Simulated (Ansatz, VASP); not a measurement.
# In3Cu: VASP beside Ansatz

File INCAR:

```
SYSTEM = In3Cu
PREC = Accurate
ENCUT = 520
EDIFF = 1E-6
ISMEAR = 0
SIGMA = 0.15
LREAL = .False.
LASPH = .True.
NELM = 100
ALGO = Fast
ISIF = 2
LWAVE = .False.
LCHARG = .True.
LELF = .True.
LVHAR = .True.
NBANDS = 33
```

KPOINTS

```
regular mesh
0
Gamma
  10 10 10
  0 0 0
```

POSCAR

```
In3Cu
1.0
    4.2922883233      0.0000000000      0.0000000000
    0.0000000000      4.2922883233      0.0000000000
    0.0000000000      0.0000000000      4.2922883233
In Cu
3 1
Direct
    0.0000000000      0.5000000000      0.5000000000
    0.5000000000      0.0000000000      0.5000000000
    0.5000000000      0.5000000000      0.0000000000
    0.0000000000      0.0000000000      0.0000000000
```

Input for Ansatz:

```yaml
crystal:
  lattice:
    - [4.2922883233, 0.0, 0.0]
    - [0.0, 4.2922883233, 0.0]
    - [0.0, 0.0, 4.2922883233]
  atoms:
    - { symbol: In, position: [0.0, 0.5, 0.5] }
    - { symbol: In, position: [0.5, 0.0, 0.5] }
    - { symbol: In, position: [0.5, 0.5, 0.0] }
    - { symbol: Cu, position: [0.0, 0.0, 0.0] }
basis:
  ecutwfc: 520.0
kpoints:
  mp_grid: { grid: [10, 10, 10] }
hamiltonian:
  xc: lda
scf:
  occupations: { method: gaussian, width: 0.15 }
output:
  forces: true
  stress: true
  eigenvalues: true
```

Alike in both runs: task single point; functional LDA; k mesh 10 × 10 × 10; occupations gaussian, width 0.15 eV; no spin polarisation.

|  | VASP | Ansatz |
| --- | --- | --- |
| version | VASP 6.6.1 | Ansatz 0.2.0 |
| potentials or method | VASP PAW LDA potentials, release 64 (In_d, Cu) | scalar-relativistic, plane waves, PAW |
| plane-wave cutoff (eV) | 520 | 520 |
| valence electrons in the cell | 50 | 58 |

|  | VASP | Ansatz | Ansatz less VASP |
| --- | --- | --- | --- |
| gap on the k mesh at the Fermi level (eV) | none | none | - |
| pressure (GPa) | 2.0 | 1.7 | -0.24 |

A gap of «none» marks a metal or a gap that the smearing closes. The two sets of potentials don't hold the same shells in valence.
